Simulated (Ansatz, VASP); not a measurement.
**CuOs2 in VASP and in Ansatz**

```xyz
3
Lattice="0.0000 2.8343 2.8343 2.8343 0.0000 2.8343 2.8343 2.8343 0.0000" Properties=species:S:1:pos:R:3 pbc="T T T"
Cu    0.0000    0.0000    0.0000
Os    1.4172    1.4172    1.4172
Os    4.2515    4.2515    4.2515
```

Change from the starting cell: species swapped into the HfO2 type (Fm-3m, No. 225).

Alike in both runs: functional PBE; k mesh 14 × 14 × 14; occupations gaussian, width 0.1 eV; no spin polarisation.

Ansatz relaxed the structure, and its values are those at the end. VASP's run is a single point on that final structure, the one shown.

```csv
,VASP,Ansatz
version,VASP 6.6.1,Ansatz 0.2.0
potentials or method,"VASP PAW PBE potentials, release 64 (Cu, Os)","scalar-relativistic, plane waves, PAW"
plane-wave cutoff (eV),520,420
valence electrons in the cell,27,51
```

Ansatz gave:

```
gap on the k mesh at the Fermi level (eV) : none
pressure (GPa)                            : 0.0
```

**Question.** What did VASP give for the same quantities?

**Answer.** gap on the k mesh at the Fermi level (eV): none; pressure (GPa): -0.2.

A gap of «none» marks a metal or a gap that the smearing closes. With one functional, cell and mesh, what is left measures potentials, basis and numerics. The two sets of potentials don't hold the same shells in valence.

The runs have no spin-orbit coupling, so splittings on Os are missing.
